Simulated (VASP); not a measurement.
The system is Cd2TeO.

```xyz
4
Lattice="4.7636 0.0000 0.0000 -2.3818 4.1254 0.0000 0.0000 0.0000 4.5687" Properties=species:S:1:pos:R:3 pbc="T T T"
Cd    0.0000    2.7502    2.2843
Cd    2.3818    1.3751    2.2843
Te    0.0000    0.0000    0.0000
O     0.0000    0.0000    2.2843
```

The cell was built by a generator and needn't be a form met in nature.

- Program: VASP 6.6.1
- Task: relaxation of cell and atoms
- Functional: PBE
- Potentials or basis: VASP PAW PBE potentials, release 64 (Cd, Te, O)
- Cutoff: 520 eV
- k mesh: 4 × 4 × 4
- Occupations: gaussian, width 0.15 eV
- Spin: no spin polarisation

At the start: pressure 1.5 GPa; volume 22.45 Å³/atom.

Task: How do energy, volume and symmetry change on relaxing?

Result: Over 7 steps the energy falls by 11.8 meV/atom and the volume is 23.65 Å³/atom (+5.4 %); space group P6/mmm (No. 191, to 0.05 Å).

The path:
```csv
step,energy change (eV),largest force (eV/Å),pressure (GPa),volume (Å³)
1,0.0000,0.0000,1.52,89.78
2,-0.0210,0.0000,-0.18,92.57
3,-0.0214,0.0000,-0.42,93.01
4,-0.0284,0.0000,-0.07,92.76
5,-0.0363,0.0000,0.80,92.15
6,-0.0398,0.0000,0.40,92.77
7,-0.0472,0.0000,0.20,94.59
```

Final structure:
```xyz
4
Lattice="5.0144 0.0000 0.0000 -2.5072 4.3426 0.0000 0.0000 0.0000 4.3437" Properties=species:S:1:pos:R:3 pbc="T T T"
Cd    0.0000    2.8951    2.1718
Cd    2.5072    1.4475    2.1718
Te    0.0000    0.0000    0.0000
O     0.0000    0.0000    2.1718
```

Caveat: the k mesh is coarse (spacing up to 0.38 Å⁻¹), so the values aren't converged.
